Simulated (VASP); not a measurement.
# BeCd2S3 (Imm2) in VASP: relaxation of cell and atoms with PBE

Aim: the relaxation of cell and atoms of BeCd2S3 with PBE.

Program: VASP 6.6.1. These are calculated values, not measurements. Logs are shortened: lines on timing, memory, paths and dates and some standing lists are left out, and cuts for length are marked.

### Step 1. The structure

Symmetry: Imm2, No. 44, orthorhombic system. Conventional cell: a = 3.878 Å, b = 11.790 Å, c = 5.672 Å, α = 90.00°, β = 90.00°, γ = 90.00°. Be (site symmetry mm2) has 4 S at 2.10 to 2.24 Å as nearest neighbours. Cd (site symmetry m) is surrounded by 4 S at 2.55 to 2.56 Å. Around S (site symmetry mm2) lie 2 Be at 2.24 Å and 2 Cd at 2.56 Å. S (site symmetry m) has 1 Be at 2.10 Å as nearest neighbours.

The cell was built by a generator and needn't be a form met in nature.

### Step 2. Relaxation of cell and atoms, PBE

Input file INCAR:

```
ALGO = Normal
EDIFF = 1E-6
EDIFFG = -0.01
ENCUT = 520
GGA = PE
IBRION = 2
ISIF = 3
ISMEAR = 0
KPAR = 4
LASPH = T
LCHARG = F
LREAL = F
LWAVE = F
NELM = 120
NSW = 90
PREC = Accurate
SIGMA = 0.03
```

Input file KPOINTS:

```
k-points
0
Gamma
  8 8 8
```

Input file POSCAR:

```
BeCd2S3
1.0
   -1.9390000000      5.8950000000      2.8360000000
    1.9390000000     -5.8950000000      2.8360000000
    1.9390000000      5.8950000000     -2.8360000000
Be Cd S
1 2 3
Direct
    0.9915373800      0.9915373800      0.0000000000
    0.6524564500      0.9920662900      0.6603901600
    0.3316761300      0.9920662900      0.3396098400
    0.1884696800      0.6884696800      0.5000000000
    0.6354710900      0.7829689700      0.8525021200
    0.9304668500      0.7829689700      0.1474978800
```

Potentials or basis: VASP PAW PBE potentials, release 64 (Be, Cd, S).

Command:

```sh
> cat potpaw_PBE.64/Be/POTCAR potpaw_PBE.64/Cd/POTCAR potpaw_PBE.64/S/POTCAR > POTCAR
> mpirun -np 4 vasp_std > vasp.out
```

OUTCAR:

```text
EDIFF = 1E-6
   EDIFFG = -0.01
   ENCUT = 520
   GGA = PE
   IBRION = 2
   ISIF = 3
   ISMEAR = 0
   LASPH = T
   LREAL = F
   NELM = 120
   NSW = 90
   PREC = Accurate

 ion  position               nearest neighbor table
   1  0.992  0.992  0.000-   5 2.10   6 2.10   4 2.24   4 2.24
   2  0.652  0.992  0.660-   6 2.55   6 2.55   5 2.56   4 2.56   3 3.78
   3  0.332  0.992  0.340-   5 2.55   5 2.55   6 2.56   4 2.56   2 3.78
   4  0.188  0.688  0.500-   1 2.24   1 2.24   3 2.56   2 2.56
   5  0.635  0.783  0.853-   1 2.10   3 2.55   3 2.55   2 2.56
   6  0.930  0.783  0.147-   1 2.10   2 2.55   2 2.55   3 2.56

  LATTYP: Found a body centered orthorhombic cell.
 ALAT       =     3.8780000000
 B/A-ratio  =     1.4626095926
 C/A-ratio  =     3.0402269211

  Lattice vectors:

 A1 = (  -1.9390000000,   5.8950000000,  -2.8360000000)
 A2 = (   1.9390000000,   5.8950000000,   2.8360000000)
 A3 = (   1.9390000000,  -5.8950000000,  -2.8360000000)

Analysis of symmetry for initial positions (statically):
=====================================================================
 Subroutine PRICEL returns:
 Original cell was already a primitive cell.

 Routine SETGRP: Setting up the symmetry group for a
 body centered orthorhombic supercell.

 Subroutine GETGRP returns: Found  4 space group operations
 (whereof  4 operations were pure point group operations)
 out of a pool of  8 trial point group operations.

The static configuration has the point symmetry C_2v.

Analysis of symmetry for dynamics (positions and initial velocities):
=====================================================================
 Subroutine PRICEL returns:
 Original cell was already a primitive cell.

 Routine SETGRP: Setting up the symmetry group for a
 body centered orthorhombic supercell.

 Subroutine GETGRP returns: Found  4 space group operations
 (whereof  4 operations were pure point group operations)
 out of a pool of  8 trial point group operations.

The dynamic configuration has the point symmetry C_2v.

 Subroutine INISYM returns: Found  4 space group operations
 (whereof  4 operations are pure point group operations),
 and found     1 'primitive' translations

----------------------------------------------------------------------------------------

                                     Primitive cell

  volume of cell :     129.6665

  direct lattice vectors                    reciprocal lattice vectors
    -1.939000000  5.895000000  2.836000000     0.000000000  0.084817642  0.176304654
     1.939000000 -5.895000000  2.836000000     0.257864879  0.000000000  0.176304654
     1.939000000  5.895000000 -2.836000000     0.257864879  0.084817642  0.000000000

  length of vectors
     6.823022937  6.823022937  6.823022937     0.195646016  0.312374178  0.271455941

  position of ions in fractional coordinates (direct lattice)
     0.991537380  0.991537380  0.000000000
     0.652456450  0.992066290  0.660390160
     0.331676130  0.992066290  0.339609840
     0.188469680  0.688469680  0.500000000
     0.635471090  0.782968970  0.852502120
     0.930466850  0.782968970  0.147497880

  ion indices of the primitive-cell ions
   primitive index   ion index
                 1           1
                 2           2
                 3           3
                 4           4
                 5           5
                 6           6

----------------------------------------------------------------------------------------

 KPOINTS: k-points

Automatic generation of k-mesh.
 Grid dimensions read from file:
 generate k-points for:    8    8    8

 Generating k-lattice:

  Cartesian coordinates                     Fractional coordinates (reciprocal lattice)
     0.000000000  0.010602205  0.022038082     0.125000000  0.000000000 -0.000000000
     0.032233110  0.000000000  0.022038082     0.000000000  0.125000000  0.000000000
     0.032233110  0.010602205  0.000000000    -0.000000000  0.000000000  0.125000000

  Length of vectors
     0.024455752  0.039046772  0.033931993

  Shift w.r.t. Gamma in fractional coordinates (k-lattice)
     0.000000000  0.000000000  0.000000000

 Subroutine IBZKPT returns following result:
 ===========================================

 Found     95 irreducible k-points:

 Following reciprocal coordinates:
            Coordinates               Weight
  0.000000  0.000000  0.000000      1.000000
  0.125000  0.000000  0.000000      4.000000
  0.250000  0.000000  0.000000      4.000000
  0.375000  0.000000  0.000000      4.000000
  0.500000  0.000000  0.000000      2.000000
  0.000000  0.125000  0.000000      4.000000
[... 16 lines left out ...]
  0.125000  0.375000  0.000000      8.000000
  0.250000  0.375000  0.000000      8.000000
 [... further k-points ...]
   k-points           NKPTS =     95   k-points in BZ     NKDIM =     95   number of bands    NBANDS=     26
   number of dos      NEDOS =    301   number of ions     NIONS =      6
   total plane-waves  NPLWV = 157464
   dimension x,y,z NGX =    54 NGY =   54 NGZ =   54
   dimension x,y,z NGXF=   108 NGYF=  108 NGZF=  108
   ions per type =               1   2   3
   NGX,Y,Z   is equivalent  to a cutoff of  13.16, 13.16, 13.16 a.u.
   NGXF,Y,Z  is equivalent  to a cutoff of  26.31, 26.31, 26.31 a.u.
 SYSTEM =  unknown system
   PREC   = accura    normal or accurate (medium, high low for compatibility)
   ISTART =      0    job   : 0-new  1-cont  2-samecut
   ICHARG =      2    charge: 1-file 2-atom 10-const
   ISPIN  =      1    spin polarized calculation?
   LNONCOLLINEAR =      F non collinear calculations
   LSORBIT =      F    spin-orbit coupling
   LASPH  =      T    aspherical Exc in radial PAW
   ENCUT  =  520.0 eV  38.22 Ry    6.18 a.u.  12.69 12.69 12.69*2*pi/ulx,y,z
   NELM   =    120;   NELMIN=  2; NELMDL= -5     # of ELM steps
   EDIFF  = 0.1E-05   stopping-criterion for ELM
   LREAL  =      F    real-space projection
   EDIFFG = -.1E-01   stopping-criterion for IOM
   NSW    =     90    number of steps for IOM
   IBRION =      2    ionic relax: 0-MD 1-quasi-New 2-CG
   NFREE  =      1    steps in history (QN), initial steepest desc. (CG)
   ISIF   =      3    stress and relaxation
   ISYM   =      2    0-nonsym 1-usesym 2-fastsym
   POTIM  = 0.5000    time-step for ionic-motion
   TEBEG  =    0.0;   TEEND  =   0.0 temperature during run
   PSTRESS=    0.0 pullay stress
   NELECT =      44.0000    total number of electrons
   NUPDOWN=      -1.0000    fix difference up-down
   EMIN   =  10.00;   EMAX   =-10.00  energy-range for DOS
   EFERMI =   0.00;   METHOD = LEGACY
   ISMEAR =     0;   SIGMA  =   0.03  broadening in eV -4-tet -1-fermi 0-gaus
   EFERMI_NEDOS =   21; number of points for ismear=-14 and -15
   IALGO  =     38    algorithm
   IMIX   =      4    mixing-type and parameters
     AMIX     =   0.40;   BMIX     =  1.00
     AMIX_MAG =   1.60;   BMIX_MAG =  1.00
  volume/ion in A,a.u.               =      21.61       145.84
  Fermi-wavevector in a.u.,A,eV,Ry     =   1.141869  2.157820 17.740171  1.303866
  Thomas-Fermi vector in A             =   2.278569
   LORBIT       =      0    0 simple, 1 ext, 2 COOP (PROOUT), +10 PAW based schemes
   GGA     = PE    functional components
   LHFCALC =     F    Hartree Fock is set to
   AEXX    =    0.0000 exact exchange contribution
   IVDW    =     0    specifies the selected vdW correction
   LEPSILON=     F    determine dielectric tensor
   LRPA    =     F    only Hartree local field effects (RPA)
 conjugate gradient relaxation of ions
 non-spin polarized calculation
 Gauss-broadening in eV      SIGMA  =   0.03
  energy-cutoff  :      520.00
  volume of cell :      129.67
 maximum number of plane-waves:      3509
 NGX is ok and might be reduce to    54
   NGX = 25   NGY = 25   NGZ = 25

--------------------------------------- Ionic step        1  -------------------------------------------

 number of electron      44.0000002 magnetization

 Free energy of the ion-electron system (eV)
  ---------------------------------------------------
  ext. energy  EPLUGINS =         0.00000000
  ---------------------------------------------------
  free energy    TOTEN  =       -21.96311835 eV

  energy without entropy =      -21.96311835  energy(sigma->0) =      -21.96311835

------------------------ aborting loop because EDIFF is reached ----------------------------------------

  FORCE on cell =-STRESS in cart. coord.  units (eV):
  Direction    XX          YY          ZZ          XY          YZ          ZX
  --------------------------------------------------------------------------------------
  -------------------------------------------------------------------------------------
  Total       -0.1217505     -0.0464679     -0.0285495      0.0000000      0.0000000      0.0000000
  in kB       -1.5043656     -0.5741640     -0.3527612      0.0000000      0.0000000      0.0000000
  external PRESSURE =      -0.8104303 kB  Pullay stress =       0.0000000 kB

 VOLUME and BASIS-vectors are now :
 -----------------------------------------------------------------------------
  energy-cutoff  :      520.00
  volume of cell :      129.67
      direct lattice vectors                 reciprocal lattice vectors
    -1.939000000  5.895000000  2.836000000     0.000000000  0.084817642  0.176304654
     1.939000000 -5.895000000  2.836000000     0.257864879  0.000000000  0.176304654
     1.939000000  5.895000000 -2.836000000     0.257864879  0.084817642  0.000000000
[... 241 lines left out ...]
 POSITION                                       TOTAL-FORCE (eV/Angst)
 -----------------------------------------------------------------------------------
      0.00000      0.00000      5.62505         0.000000     -0.000000      0.013126
      1.93584      1.87851      2.80025         0.000000     -0.004902      0.005188
      1.93584     -1.87851      2.80025        -0.000000      0.004902      0.005188
      1.93584     -0.00000      1.06841         0.000000      0.000000     -0.013073
      1.93584      4.14618      1.61009        -0.000000     -0.001937     -0.005214
      0.00000      1.74084      4.45142        -0.000000      0.001937     -0.005214
 -----------------------------------------------------------------------------------
    total drift:                                0.000001      0.000002      0.001810

  FREE ENERGIE OF THE ION-ELECTRON SYSTEM (eV)
  ---------------------------------------------------
  free  energy   TOTEN  =       -21.9637674393 eV

  energy  without entropy=      -21.9637674393  energy(sigma->0) =      -21.96376744

--------------------------------------- Ionic step        8  -------------------------------------------

 number of electron      44.0000004 magnetization

 Free energy of the ion-electron system (eV)
  ---------------------------------------------------
  ext. energy  EPLUGINS =         0.00000000
  ---------------------------------------------------
  free energy    TOTEN  =       -21.96379494 eV

  energy without entropy =      -21.96379494  energy(sigma->0) =      -21.96379494

 E-fermi :   2.1373     XC(G=0):  -9.2810

 val. band max:        1.9941937862   @ k =   0.0000   0.0000   0.0000
 cond. band min:       3.6611093905   @ k =   0.0000   0.0000   0.0000
 fundamental gap:      1.6669156043
 Fermi energy:         2.1372819532

 k-point     1 :       0.0000    0.0000    0.0000
  band No.  band energies     occupation
      1     -10.7487      2.00000
      2      -9.8581      2.00000
      3      -9.7100      2.00000
      4      -5.7326      2.00000
      5      -5.7135      2.00000
      6      -5.7028      2.00000
[... 18 lines left out ...]
     25       7.0114      0.00000
     26       7.3156      0.00000
[... 644 lines left out ...]
      4      -5.6833      2.00000
      5      -5.6480      2.00000
      6      -5.5704      2.00000
[... 18 lines left out ...]
     25       6.9925      0.00000
     26       7.2717      0.00000

 [... further k-points ...]
[... 5 lines left out ...]
  --------------------------------------------------------------------------------------
  -------------------------------------------------------------------------------------
  Total        0.0178239      0.0085791     -0.0145221      0.0000000      0.0000000      0.0000000
  in kB        0.2204808      0.1061231     -0.1796379      0.0000000      0.0000000      0.0000000
  external PRESSURE =       0.0489887 kB  Pullay stress =       0.0000000 kB

 VOLUME and BASIS-vectors are now :
 -----------------------------------------------------------------------------
  energy-cutoff  :      520.00
  volume of cell :      129.52
      direct lattice vectors                 reciprocal lattice vectors
    -1.935984271  5.887154171  2.841024730     0.000000000  0.084930679  0.175992836
     1.935984271 -5.887154171  2.841024730     0.258266561  0.000000000  0.175992836
     1.935984271  5.887154171 -2.841024730     0.258266561  0.084930679  0.000000000

 POSITION                                       TOTAL-FORCE (eV/Angst)
 -----------------------------------------------------------------------------------
      0.00000      0.00000      5.62514        -0.000000      0.000000      0.002370
      1.93598      1.87772      2.80042        -0.000000     -0.002945      0.001263
      1.93598     -1.87772      2.80042        -0.000000      0.002945      0.001263
      1.93598     -0.00000      1.06707         0.000000      0.000000     -0.003973
      1.93598      4.14574      1.60970         0.000000      0.002417     -0.000461
     -0.00000      1.74141      4.45072        -0.000000     -0.002417     -0.000461
 -----------------------------------------------------------------------------------
    total drift:                                0.000000      0.000002      0.001048

  FREE ENERGIE OF THE ION-ELECTRON SYSTEM (eV)
  ---------------------------------------------------
  free  energy   TOTEN  =       -21.9637949439 eV

  energy  without entropy=      -21.9637949439  energy(sigma->0) =      -21.96379494

 reached required accuracy - stopping structural energy minimisation
```

Run time: 6.9 min. Hardware: 4 MPI ranks of Intel Xeon Platinum 8559C (Emerald Rapids), shared host; peak memory 0.61 GiB.

Results:

```
Free energy                            : -21.9638 eV
Relaxed volume                         : 21.59 Å³/atom
Relaxed cell                           : a = 6.817 Å, b = 6.817 Å, c = 6.817 Å, α = 147.00°, β = 60.57°, γ = 130.74°
Space group after relaxing (to 0.05 Å) : Imm2 (No. 44)
Energy gained by relaxing              : 0.1 meV/atom
Ionic steps                            : 8
Pressure after relaxing                : 0.0 GPa
Largest force after relaxing           : 0.004 eV/Å
Band gap on the k mesh                 : 1.67 eV, direct
```

Forces on the atoms (eV/Å):
```
Be   0.000  0.000  0.002
Cd   0.000 -0.003  0.001
Cd   0.000  0.003  0.001
S    0.000  0.000 -0.004
S    0.000  0.002  0.000
S    0.000 -0.002  0.000
```

Step by step:
| step | energy change (eV) | largest force (eV/Å) | pressure (GPa) | volume (Å³) |
| --- | --- | --- | --- | --- |
| 1 | 0.0000 | 0.0387 | -0.08 | 129.67 |
| 2 | -0.0002 | 0.0250 | 0.03 | 129.46 |
| 3 | -0.0003 | 0.0213 | 0.07 | 129.38 |
| 4 | -0.0004 | 0.0161 | 0.03 | 129.48 |
| 5 | -0.0005 | 0.0182 | -0.05 | 129.64 |
| 6 | -0.0006 | 0.0123 | -0.01 | 129.55 |
| 7 | -0.0006 | 0.0131 | 0.00 | 129.52 |
| 8 | -0.0007 | 0.0040 | 0.00 | 129.52 |

Final structure:
```yaml
crystal:
  lattice:
    - [-1.93598, 5.88715, 2.84102]
    - [1.93598, -5.88715, 2.84102]
    - [1.93598, 5.88715, -2.84102]
  atoms:
    - { symbol: Be, position: [0.98998, 0.98998, 0.00000] }
    - { symbol: Cd, position: [0.65233, 0.99285, 0.65948] }
    - { symbol: Cd, position: [0.33338, 0.99285, 0.34052] }
    - { symbol: S, position: [0.18780, 0.68780, 0.50000] }
    - { symbol: S, position: [0.63540, 0.78329, 0.85210] }
    - { symbol: S, position: [0.93119, 0.78329, 0.14790] }
```

Levels at points of the mesh, in eV from the valence-band top:
| k point | band 18 | band 19 | band 20 | band 21 | band 22 | band 23 | band 24 | band 25 | band 26 |
| --- | --- | --- | --- | --- | --- | --- | --- | --- | --- |
| (0.00, 0.00, 0.00) | -2.23 | -0.91 | -0.39 | -0.26 | 0.00 | 1.67 | 4.02 | 5.02 | 5.32 |
| (0.50, 0.00, 0.00) | -1.57 | -1.36 | -0.77 | -0.69 | -0.47 | 2.94 | 4.09 | 4.18 | 5.16 |
| (0.00, 0.50, 0.00) | -2.77 | -2.02 | -1.74 | -0.86 | -0.77 | 2.93 | 4.87 | 4.88 | 5.72 |
| (0.50, 0.50, 0.00) | -2.41 | -2.25 | -2.03 | -1.34 | -1.34 | 3.23 | 3.62 | 4.68 | 4.87 |
| (0.50, 0.50, 0.50) | -2.35 | -1.35 | -1.28 | -0.47 | -0.15 | 2.88 | 3.71 | 3.98 | 4.75 |

A k mesh can miss the band edges. Expect the measured gap to be larger: semilocal functionals such as PBE lack the derivative discontinuity.
